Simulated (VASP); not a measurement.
Output of a VASP run:

OSZICAR:
```
       N       E                     dE             d eps       ncg     rms          rms(c)
DAV:   1    -0.421321059152E+00   -0.42132E+00   -0.51573E+03  6128   0.996E+02
DAV:   2    -0.187004729073E+02   -0.18279E+02   -0.17534E+02  9072   0.111E+02
DAV:   3    -0.188146912746E+02   -0.11422E+00   -0.11422E+00  6392   0.114E+01
DAV:   4    -0.188148349439E+02   -0.14367E-03   -0.14367E-03  8504   0.435E-01
DAV:   5    -0.188148349979E+02   -0.54053E-07   -0.54053E-07  6184   0.540E-03    0.574E+00
DAV:   6    -0.182979759120E+02    0.51686E+00   -0.39564E-01  6048   0.507E+00    0.345E+00
DAV:   7    -0.181242822163E+02    0.17369E+00   -0.43410E-01  6984   0.542E+00    0.808E-01
DAV:   8    -0.181255856541E+02   -0.13034E-02   -0.18564E-03  6008   0.505E-01    0.475E-02
DAV:   9    -0.181255988483E+02   -0.13194E-04   -0.13004E-04  8656   0.102E-01    0.277E-02
DAV:  10    -0.181256116968E+02   -0.12848E-04   -0.13219E-05  6128   0.429E-02    0.645E-03
DAV:  11    -0.181256115385E+02    0.15827E-06   -0.48206E-08  3976   0.253E-03
   1 F= -.18125612E+02 E0= -.18125612E+02  d E =-.296926E-18
```

### OUTCAR
```
------------------------ aborting loop because EDIFF is reached ----------------------------------------
  FORCE on cell =-STRESS in cart. coord.  units (eV):
  Direction    XX          YY          ZZ          XY          YZ          ZX
  --------------------------------------------------------------------------------------
  Total        1.3238002      0.6425339      1.0346099      0.0000000     -0.2235369      0.0000000
  in kB      191.5432465     92.9694968    149.6997385      0.0000000    -32.3439892      0.0000000
  external PRESSURE =     144.7374939 kB  Pullay stress =       0.0000000 kB
  volume of cell :       11.07
      direct lattice vectors                 reciprocal lattice vectors
     0.000000000  1.779100000  1.768678000    -0.284173093  0.281040976  0.282697020
     1.759491000  0.000000000  1.768678000     0.284173093 -0.281040976  0.282697020
     1.759491000  1.779100000  0.000000000     0.284173093  0.281040976 -0.282697020
 POSITION                                       TOTAL-FORCE (eV/Angst)
 -----------------------------------------------------------------------------------
      0.00000      0.00000      0.00000         1.848331     -0.000000      0.000000
      0.92698      0.88955      0.88434        -1.848331      0.000000     -0.000000
 -----------------------------------------------------------------------------------
    total drift:                               -0.000001      0.000001      0.000001
  FREE ENERGIE OF THE ION-ELECTRON SYSTEM (eV)
  ---------------------------------------------------
  free  energy   TOTEN  =       -18.1256115385 eV

  energy  without entropy=      -18.1256115385  energy(sigma->0) =      -18.12561154
```
(Selected blocks of OUTCAR.)

POSCAR:
```
C
1
    0.0000000000     1.7791000000     1.7686780000
    1.7594910000     0.0000000000     1.7686780000
    1.7594910000     1.7791000000     0.0000000000
C
2
Direct
  0.0000000000   0.0000000000   0.0000000000
  0.2365770000   0.2634230000   0.2634230000
```

**Question.** Reconstruct the remaining input files.

**Answer.** One answer among several that fit: the input of the run itself, PBE GGA, plane waves, VASP's PBE PAW potentials (set 64).

KPOINTS:
```
kpoints
0
gamma
11 11 11
0 0 0
```

INCAR:
```
SYSTEM = C
PREC = Accurate
ENCUT = 520
EDIFF = 1E-6
NELM = 100
ALGO = Normal
LREAL = .FALSE.
LASPH = .FALSE.
ISMEAR = 0
SIGMA = 0.05
GGA = PE
LWAVE = .FALSE.
LCHARG = .FALSE.
ISIF = 2
```

POTCAR, in this order: C (PBE.64 set). Program: vasp_std.

The compound is C in the diamond structure. The cell was not relaxed at this level, atoms are displaced from their ideal sites. The run is one of a series of settings (LASPH = .FALSE. against the base run), some of them coarse on purpose.
